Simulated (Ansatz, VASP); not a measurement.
**Two plane-wave programs on Li2B2Br**

The input INCAR:

```
SYSTEM = Li2B2Br
PREC = Accurate
ENCUT = 520
EDIFF = 1E-6
ISMEAR = 0
SIGMA = 0.1
LREAL = .FALSE.
LASPH = .TRUE.
NELM = 80
ALGO = Normal
ISIF = 2
LWAVE = .FALSE.
LCHARG = .FALSE.
GGA = PE
NBANDS = 18
```

The input KPOINTS:

```
Automatic mesh
0
G
  6 6 6
  0 0 0
```

POSCAR

```
Li2B2Br
1.0
   -1.8945393200      1.8945393200      5.4919973400
    1.8945393200     -1.8945393200      5.4919973400
    1.8945393200      1.8945393200     -5.4919973400
Li B Br
2 2 1
Direct
    0.7500000000      0.2500000000      0.5000000000
    0.2500000000      0.7500000000      0.5000000000
    0.3750000000      0.3750000000      0.0000000000
    0.6250000000      0.6250000000      0.0000000000
    0.0000000000      0.0000000000      0.0000000000
```

Input for Ansatz:

```yaml
crystal:
  lattice:
    - [-1.89453932, 1.89453932, 5.49199734]
    - [1.89453932, -1.89453932, 5.49199734]
    - [1.89453932, 1.89453932, -5.49199734]
  atoms:
    - { symbol: Li, position: [0.75, 0.25, 0.5] }
    - { symbol: Li, position: [0.25, 0.75, 0.5] }
    - { symbol: B, position: [0.375, 0.375, 0.0] }
    - { symbol: B, position: [0.625, 0.625, 0.0] }
    - { symbol: Br, position: [0.0, 0.0, 0.0] }
basis:
  ecutwfc: 420
kpoints:
  mp_grid: { grid: [6, 6, 6] }
hamiltonian:
  xc: pbe
scf:
  occupations: { method: gaussian, width: 0.1 }
  lower_state_search: "off"
output:
  forces: true
  stress: true
  eigenvalues: true
```

Change from the starting cell: species swapped into the BaB2Ir2 type (I4/mmm, No. 139).

Alike in both runs: task single point; functional PBE; k mesh 6 × 6 × 6; occupations gaussian, width 0.1 eV; no spin polarisation.

|  | VASP | Ansatz |
| --- | --- | --- |
| version | VASP 6.6.1 | Ansatz 0.2.0 |
| potentials or method | VASP PAW PBE potentials, release 64 (Li_sv, B, Br) | scalar-relativistic, plane waves, PAW |
| plane-wave cutoff (eV) | 520 | 420 |
| valence electrons in the cell | 19 | 19 |

|  | VASP | Ansatz | Ansatz less VASP |
| --- | --- | --- | --- |
| gap on the k mesh at the Fermi level (eV) | none | none | - |
| rms of the force components (eV/Å) | 0.814 | 0.812 | -0.0020 |

Atom by atom the forces differ by 0.002 eV/Å (rms over components). A gap of «none» marks a metal or a gap that the smearing closes.

Caveats: the k mesh is coarse (spacing up to 0.39 Å⁻¹), so the values aren't converged; an odd number of electrons without spin polarisation forces a metal; a magnetic or distorted state may lie lower.
